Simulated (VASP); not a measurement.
Data:

```
CELL_PARAMETERS angstrom
      4.07863     0.00000     0.00000
      0.00000     4.07863     0.00000
      0.00000     0.00000     4.07863
ATOMIC_POSITIONS crystal
  K  0.00000 0.00000 0.00000
  Mg 0.50000 0.50000 0.50000
  F  0.50000 0.00000 0.50000
  F  0.00000 0.50000 0.50000
  F  0.50000 0.50000 0.00000
```

Method: rev-vdW-DF2, VASP's PBE PAW potentials (set 64) (plane waves; VASP 6.6.1). Numerical set-up: 520 eV cut-off, 6×6×6 Γ-centred mesh, Gaussian smearing of 0.050 eV, potentials K_sv Mg F.

Task: Give the stress tensor in GPa (positive for a compressed cell).

Result: 
```
-3.69   0.00   0.00
 0.00  -3.69   0.00
 0.00   0.00  -3.69
```
The pressure is its mean diagonal, -3.69 GPa.

The compound is KMgF3 in the cubic perovskite structure. This cell is one point of a volume scan, at 1.06 of the reference volume.
